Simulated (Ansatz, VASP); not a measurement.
## InH3 in two plane-wave programs

Wanted: the spread between two codes on one cell, functional and k mesh. The cell is generated by rule, not measured, and may not be a known phase. The cell is taken from a series of runs on this material, whose earlier steps may have relaxed, scaled, displaced or heated it; both programs get it as it stands.

Program: Ansatz 0.2.0. Level of theory: plane waves, with VASP 6.6.1 beside it; zone-centre phonons at PBEsol. Results are calculated unless marked as measured.

The structure was built from a prototype and need not be the compound's stable phase.

### 1. Starting point

Symmetry: Pm-3m, No. 221, cubic system. Conventional cell: a = 3.823 Å, b = 3.823 Å, c = 3.823 Å, α = 90.00°, β = 90.00°, γ = 90.00°. In has 6 H at 1.91 Å nearest. H has 2 In at 1.91 Å nearest. Farther neighbours are not listed.

### 2. VASP: zone-centre phonons, PBEsol

Second derivatives magnify differences that forces hide, and they need a tight electronic threshold.

Lines of VASP's logs that name or quote its potential files are left out, and so is its time.

INCAR

```
SYSTEM = InH3
PREC = Accurate
ENCUT = 500
EDIFF = 1E-08
NELM = 120
ISMEAR = 1
SIGMA = 0.15
LREAL = .FALSE.
ALGO = Normal
GGA = PS
NBANDS = 14
LORBIT = 11
LWAVE = .FALSE.
LCHARG = .FALSE.
ISIF = 2
IBRION = 8
LASPH = .TRUE.
GGA_COMPAT = .FALSE.
KPAR = 2
```

POSCAR

```
InH3
1.0
    3.8226931498      0.0000000000      0.0000000000
    0.0000000000      3.8226931498      0.0000000000
    0.0000000000      0.0000000000      3.8226931498
In H
1 3
Direct
    0.0000000000      0.0000000000      0.0000000000
    0.5000000000      0.0000000000      0.0000000000
    0.0000000000      0.5000000000      0.0000000000
    0.0000000000      0.0000000000      0.5000000000
```

KPOINTS

```
Automatic mesh
0
Gamma
10 10 10
0 0 0
```

Potentials, in the order of the species: In_d and H (PBE family, release 64).

Command:

```
$ mpirun -np 2 vasp_std
```

Numbers of over 12 decimals in the logs are rounded to 6 here.

Log:

```text
[banner, memory and clock lines left out]
running    2 mpi-ranks, on    1 nodes
 distrk:  each k-point on    1 cores,    2 groups
 distr:  one band on    1 cores,    1 groups

 POSCAR found type information on POSCAR InH
 POSCAR found :  2 types and       4 ions
|                                                                             |
|               ----> ADVICE to this user running VASP <----                  |
|                                                                             |
|     You enforced a specific xc type in the INCAR file but a different       |
|     [... a line on the potential file left out ...]
|     I HOPE YOU KNOW WHAT YOU ARE DOING!                                     |
|                                                                             |

 LDA part: xc-table for (Slater+PW92), standard interpolation
 POSCAR, INCAR and KPOINTS ok, starting setup
 FFT: planning ... GRIDC
 FFT: planning ... GRID_SOFT
 FFT: planning ... GRID
 WAVECAR not read
 entering main loop
       N       E                     dE             d eps       ncg     rms          rms(c)
DAV:   1     0.929198232992E+02    0.92920E+02   -0.71963E+03  1568   0.116E+03
DAV:   2    -0.571405796202E+01   -0.98634E+02   -0.93923E+02  1676   0.281E+02
DAV:   3    -0.120361506106E+02   -0.63221E+01   -0.62869E+01  2000   0.755E+01
DAV:   4    -0.122134325954E+02   -0.17728E+00   -0.17724E+00  1898   0.146E+01
DAV:   5    -0.122214516260E+02   -0.80190E-02   -0.80189E-02  2294   0.256E+00    0.645E+00
DAV:   6    -0.116645476621E+02    0.55690E+00   -0.42876E-01  2350   0.127E+01    0.312E+00
DAV:   7    -0.115363351437E+02    0.12821E+00   -0.26502E-01  2210   0.593E+00    0.482E-01
DAV:   8    -0.115382137631E+02   -0.18786E-02   -0.23090E-02  1896   0.252E+00    0.261E-01
DAV:   9    -0.115421267948E+02   -0.39130E-02   -0.26146E-03  1634   0.312E-01    0.936E-02
DAV:  10    -0.115434121864E+02   -0.12854E-02   -0.70629E-04  1628   0.155E-01    0.512E-02
DAV:  11    -0.115436244433E+02   -0.21226E-03   -0.16765E-04  1724   0.758E-02    0.242E-02
DAV:  12    -0.115436342276E+02   -0.97843E-05   -0.26875E-05  1742   0.444E-02    0.225E-03
DAV:  13    -0.115436348123E+02   -0.58467E-06   -0.15316E-06  1964   0.761E-03    0.491E-03
DAV:  14    -0.115436350283E+02   -0.21602E-06   -0.37286E-07  1720   0.658E-03    0.889E-04
DAV:  15    -0.115436351140E+02   -0.85655E-07   -0.21502E-08  1928   0.123E-03    0.277E-04
DAV:  16    -0.115436351134E+02    0.58344E-09   -0.24830E-09  1342   0.528E-04
   1 F= -.11543635E+02 E0= -.11542784E+02  d E =-.255415E-02
 Linear response reoptimize wavefunctions to high precision
DAV:   1    -0.115436351169E+02   -0.35743E-08   -0.81470E-10  1374   0.421E-04
DAV:   2    -0.115436351170E+02   -0.60481E-10   -0.21324E-10  1228   0.123E-04
 Linear response DOF=           3
 Linear response progress:
  Degree of freedom:   1/  3
       N       E                     dE             d eps       ncg     rms          rms(c)
RMM:   1    -0.233962797947E+00   -0.23396E+00   -0.97124E-02  4699   0.495E+00
RMM:   2    -0.236550332032E+00   -0.25875E-02   -0.94250E-03  5730   0.831E-01    0.653E-02
RMM:   3    -0.236707969761E+00   -0.15764E-03   -0.78820E-04  6062   0.239E-01    0.416E-02
RMM:   4    -0.236755731890E+00   -0.47762E-04   -0.93255E-05  6397   0.835E-02    0.299E-02
RMM:   5    -0.236846391398E+00   -0.90660E-04   -0.14270E-05  6094   0.311E-02    0.264E-03
RMM:   6    -0.236844946940E+00    0.14445E-05   -0.15529E-06  6699   0.106E-02    0.246E-03
RMM:   7    -0.236845488618E+00   -0.54168E-06   -0.27376E-07  6357   0.381E-03    0.189E-03
RMM:   8    -0.236846046737E+00   -0.55812E-06   -0.91270E-08  5871   0.202E-03    0.130E-03
RMM:   9    -0.236845738225E+00    0.30851E-06   -0.12080E-08  6281   0.750E-04    0.387E-04
RMM:  10    -0.236845590686E+00    0.14754E-06    0.16510E-08  6669   0.460E-04    0.113E-04
RMM:  11    -0.236845635125E+00   -0.44439E-07    0.95274E-09  6669   0.212E-04    0.494E-05
RMM:  12    -0.236845756781E+00   -0.12166E-06    0.75770E-09  6530   0.110E-04    0.654E-06
RMM:  13    -0.236845765000E+00   -0.82194E-08    0.84402E-09  7135   0.677E-05    0.936E-06
 first order change of Fermi-energy  -0.61360E-03
 force on displaced ion       1 direction 1 :  -4.365   0.000  -0.000
 Linear response progress:
  Degree of freedom:   2/  3
       N       E                     dE             d eps       ncg     rms          rms(c)
RMM:   1    -0.183287677959E-01   -0.18329E-01   -0.49023E-03  5867   0.970E-01
RMM:   2    -0.167592106362E-01    0.15696E-02   -0.11156E-03  6059   0.203E-01    0.147E-01
RMM:   3    -0.170073173975E-01   -0.24811E-03   -0.25236E-04  6131   0.114E-01    0.741E-02
RMM:   4    -0.175932863727E-01   -0.58597E-03   -0.15500E-04  6288   0.862E-02    0.207E-02
RMM:   5    -0.177436210025E-01   -0.15033E-03   -0.12907E-05  6376   0.272E-02    0.827E-03
RMM:   6    -0.177369172170E-01    0.67038E-05   -0.10875E-06  6604   0.836E-03    0.780E-03
RMM:   7    -0.177366162939E-01    0.30092E-06   -0.54695E-07  6323   0.568E-03    0.124E-02
RMM:   8    -0.177369963605E-01   -0.38007E-06   -0.41934E-07  6316   0.480E-03    0.626E-04
RMM:   9    -0.177374820741E-01   -0.48571E-06   -0.32859E-08  6833   0.151E-03    0.186E-04
RMM:  10    -0.177376807349E-01   -0.19866E-06   -0.81142E-10  6691   0.489E-04    0.227E-04
RMM:  11    -0.177376374334E-01    0.43301E-07   -0.62225E-10  6334   0.193E-04    0.669E-05
RMM:  12    -0.177376604912E-01   -0.23058E-07    0.45721E-09  6919   0.745E-05    0.298E-05
RMM:  13    -0.177376505278E-01    0.99634E-08    0.43584E-10  7111   0.329E-05    0.528E-06
 first order change of Fermi-energy   0.52790E-03
 force on displaced ion       2 direction 1 :  -7.991  -0.000   0.000
 Linear response progress:
  Degree of freedom:   3/  3
       N       E                     dE             d eps       ncg     rms          rms(c)
RMM:   1    -0.156870922709E-01   -0.15687E-01   -0.81586E-03 10737   0.593E-01
RMM:   2    -0.154141903507E-01    0.27290E-03   -0.46626E-04 10092   0.156E-01    0.683E-02
RMM:   3    -0.157090341797E-01   -0.29484E-03   -0.93823E-05 10718   0.646E-02    0.387E-02
RMM:   4    -0.162355587406E-01   -0.52652E-03   -0.48896E-05 10613   0.388E-02    0.330E-03
RMM:   5    -0.162779758846E-01   -0.42417E-04   -0.33668E-06 11238   0.148E-02    0.189E-03
RMM:   6    -0.162691732016E-01    0.88027E-05   -0.38400E-07 11147   0.424E-03    0.157E-03
RMM:   7    -0.162718691647E-01   -0.26960E-05   -0.10041E-07 10728   0.199E-03    0.358E-04
RMM:   8    -0.162703411188E-01    0.15280E-05   -0.12312E-08 11816   0.697E-04    0.342E-04
RMM:   9    -0.162703434167E-01   -0.22979E-08   -0.90776E-10 12050   0.245E-04    0.404E-04
 first order change of Fermi-energy  -0.48100E-04
 force on displaced ion       2 direction 2 :   0.000  -0.787   0.000
 Linear response finished
```

Parts of OUTCAR (step 2):

```text
ion  position               nearest neighbor table
   1  0.000  0.000  0.000-   2 1.91   3 1.91   4 1.91   4 1.91   3 1.91   2 1.91
   2  0.500  0.000  0.000-   1 1.91   1 1.91
   3  0.000  0.500  0.000-   1 1.91   1 1.91
   4  0.000  0.000  0.500-   1 1.91   1 1.91

  LATTYP: Found a simple cubic cell.
 ALAT       =     3.8226931498

 Subroutine GETGRP returns: Found 48 space group operations
 (whereof 48 operations were pure point group operations)

The static configuration has the point symmetry O_h .

 Found     56 irreducible k-points:

   k-points           NKPTS =     56   k-points in BZ     NKDIM =     56   number of bands    NBANDS=     14

   dimension x,y,z NGX =    28 NGY =   28 NGZ =   28
   dimension x,y,z NGXF=    56 NGYF=   56 NGZF=   56

   ENCUT  =  500.0 eV  36.75 Ry    6.06 a.u.   6.97  6.97  6.97*2*pi/ulx,y,z

   NELECT =      16.0000    total number of electrons

 k-points in reciprocal lattice and weights: Automatic mesh
   0.00000000  0.00000000  0.00000000       0.001
   0.10000000  0.00000000  0.00000000       0.006
   0.20000000  0.00000000  0.00000000       0.006
   0.30000000  0.00000000  0.00000000       0.006
   0.40000000  0.00000000  0.00000000       0.006
   0.50000000  0.00000000  0.00000000       0.003
   0.10000000  0.10000000  0.00000000       0.012
   0.20000000  0.10000000  0.00000000       0.024
   0.30000000  0.10000000  0.00000000       0.024
[...]
0.50000000  0.50000000  0.40000000       0.006
   0.50000000  0.50000000  0.50000000       0.001

 average (electrostatic) potential at core
       1 -99.1279       2 -34.0893       3 -34.0893       4 -34.0893

  Total       -0.0364102     -0.0364102     -0.0364102      0.0000000      0.0000000      0.0000000
  in kB       -1.0443003     -1.0443003     -1.0443003      0.0000000      0.0000000      0.0000000
  external PRESSURE =      -1.0443003 kB  Pullay stress =       0.0000000 kB

  energy-cutoff  :      500.00
  volume of cell :       55.86
      direct lattice vectors                 reciprocal lattice vectors
     3.822693150  0.000000000  0.000000000     0.261595676  0.000000000  0.000000000
     0.000000000  3.822693150  0.000000000     0.000000000  0.261595676  0.000000000
     0.000000000  0.000000000  3.822693150     0.000000000  0.000000000  0.261595676

 POSITION                                       TOTAL-FORCE (eV/Angst)
 -----------------------------------------------------------------------------------
      0.00000      0.00000      0.00000         0.000000      0.000000      0.000000
      1.91135      0.00000      0.00000         0.000000      0.000000      0.000000
      0.00000      1.91135      0.00000         0.000000      0.000000      0.000000
      0.00000      0.00000      1.91135         0.000000      0.000000      0.000000
 -----------------------------------------------------------------------------------
    total drift:                               -0.000000     -0.000000     -0.000000

 Eigenvectors and eigenvalues of the dynamical matrix
 ----------------------------------------------------

   1 f  =   45.587693 THz   286.435921 2PiTHz 1520.641746 cm-1   188.535463 meV
             X         Y         Z           dx          dy          dz
      0.000000  0.000000  0.000000     0.058150    0.000162    0.000000
      1.911347  0.000000  0.000000    -0.968013    0.000481    0.000000
      0.000000  1.911347  0.000000     0.172571   -0.002697    0.000000
      0.000000  0.000000  1.911347     0.172571    0.000481   -0.000000

   2 f  =   45.587693 THz   286.435921 2PiTHz 1520.641746 cm-1   188.535463 meV
             X         Y         Z           dx          dy          dz
      0.000000  0.000000  0.000000    -0.000000    0.000000   -0.058150
      1.911347  0.000000  0.000000     0.000000    0.000000   -0.172571
      0.000000  1.911347  0.000000    -0.000000   -0.000000   -0.172571
      0.000000  0.000000  1.911347    -0.000000    0.000000    0.968017

   3 f  =   45.587693 THz   286.435921 2PiTHz 1520.641746 cm-1   188.535463 meV
             X         Y         Z           dx          dy          dz
      0.000000  0.000000  0.000000     0.000162   -0.058150    0.000000
      1.911347  0.000000  0.000000    -0.002697   -0.172571    0.000000
      0.000000  1.911347  0.000000     0.000481    0.968013    0.000000
      0.000000  0.000000  1.911347     0.000481   -0.172571    0.000000

   4 f  =   12.967092 THz    81.474641 2PiTHz  432.535625 cm-1    53.627559 meV
             X         Y         Z           dx          dy          dz
      0.000000  0.000000  0.000000     0.000000   -0.000000    0.000000
      1.911347  0.000000  0.000000    -0.000000    0.566949   -0.422088
      0.000000  1.911347  0.000000     0.020243    0.000000    0.422088
      0.000000  0.000000  1.911347    -0.020243   -0.566949    0.000000

   5 f  =   12.967092 THz    81.474641 2PiTHz  432.535625 cm-1    53.627559 meV
             X         Y         Z           dx          dy          dz
      0.000000  0.000000  0.000000     0.000000   -0.000000    0.000000
      1.911347  0.000000  0.000000     0.000000    0.052682    0.036992
      0.000000  1.911347  0.000000    -0.704171    0.000000   -0.036992
      0.000000  0.000000  1.911347     0.704171   -0.052682    0.000000

   6 f  =   12.967092 THz    81.474641 2PiTHz  432.535625 cm-1    53.627559 meV
             X         Y         Z           dx          dy          dz
      0.000000  0.000000  0.000000     0.000000    0.000000    0.000000
      1.911347  0.000000  0.000000     0.000000   -0.419277   -0.566103
      0.000000  1.911347  0.000000    -0.061106   -0.000000    0.566103
      0.000000  0.000000  1.911347     0.061106    0.419277   -0.000000

   7 f  =   10.033588 THz    63.042894 2PiTHz  334.684476 cm-1    41.495568 meV
             X         Y         Z           dx          dy          dz
      0.000000  0.000000  0.000000    -0.008556    0.149662   -0.004020
      1.911347  0.000000  0.000000     0.013307   -0.678031    0.018210
      0.000000  1.911347  0.000000     0.038762   -0.232759    0.018210
      0.000000  0.000000  1.911347     0.038762   -0.678031    0.006251

   8 f  =   10.033588 THz    63.042894 2PiTHz  334.684476 cm-1    41.495568 meV
             X         Y         Z           dx          dy          dz
      0.000000  0.000000  0.000000     0.000174   -0.004016   -0.149906
      1.911347  0.000000  0.000000    -0.000271    0.018195    0.679138
      0.000000  1.911347  0.000000    -0.000788    0.006246    0.679138
      0.000000  0.000000  1.911347    -0.000788    0.018195    0.233139

   9 f  =   10.033588 THz    63.042894 2PiTHz  334.684476 cm-1    41.495568 meV
             X         Y         Z           dx          dy          dz
      0.000000  0.000000  0.000000     0.149716    0.008558   -0.000055
      1.911347  0.000000  0.000000    -0.232842   -0.038770    0.000251
      0.000000  1.911347  0.000000    -0.678275   -0.013309    0.000251
      0.000000  0.000000  1.911347    -0.678275   -0.038770    0.000086

  10 f/i=    0.013804 THz     0.086732 2PiTHz    0.460447 cm-1     0.057088 meV
             X         Y         Z           dx          dy          dz
      0.000000  0.000000  0.000000    -0.000362   -0.000360   -0.986980
      1.911347  0.000000  0.000000    -0.000034   -0.000034   -0.093057
      0.000000  1.911347  0.000000    -0.000034   -0.000034   -0.093057
      0.000000  0.000000  1.911347    -0.000034   -0.000034   -0.092468

  11 f/i=    0.013804 THz     0.086732 2PiTHz    0.460447 cm-1     0.057088 meV
             X         Y         Z           dx          dy          dz
      0.000000  0.000000  0.000000    -0.849630    0.502254    0.000128
      1.911347  0.000000  0.000000    -0.079600    0.047355    0.000012
      0.000000  1.911347  0.000000    -0.080107    0.047055    0.000012
      0.000000  0.000000  1.911347    -0.080107    0.047355    0.000012

  12 f/i=    0.013804 THz     0.086732 2PiTHz    0.460447 cm-1     0.057088 meV
             X         Y         Z           dx          dy          dz
      0.000000  0.000000  0.000000    -0.502254   -0.849630    0.000494
      1.911347  0.000000  0.000000    -0.047055   -0.080107    0.000047
      0.000000  1.911347  0.000000    -0.047355   -0.079600    0.000047
      0.000000  0.000000  1.911347    -0.047355   -0.080107    0.000046

 ELASTIC MODULI CONTR FROM IONIC RELAXATION (kBar)
 Direction    XX          YY          ZZ          XY          YZ          ZX
 --------------------------------------------------------------------------------
 XX           0.0000      0.0000      0.0000      0.0000      0.0000      0.0000
 YY           0.0000      0.0000      0.0000      0.0000      0.0000      0.0000
 ZZ           0.0000      0.0000      0.0000      0.0000      0.0000      0.0000
 XY           0.0000      0.0000      0.0000      0.0000      0.0000      0.0000
 YZ           0.0000      0.0000      0.0000      0.0000      0.0000      0.0000
 ZX           0.0000      0.0000      0.0000      0.0000      0.0000      0.0000
 --------------------------------------------------------------------------------
```

(Continued in part 2 of 2.)

[Lines on the potential files, build, host, timing and source positions are cut from VASP's logs without a mark.]

[Logs are printed without paths, hosts, clocks, repeated set-up lines and the standing remarks that a program may print on its own settings, such as how far it seeks lower states.]

[Hosts, paths, dates, database ids (printed as entryN), source tags and the programs' standing remarks are cut or masked in the printed files.]
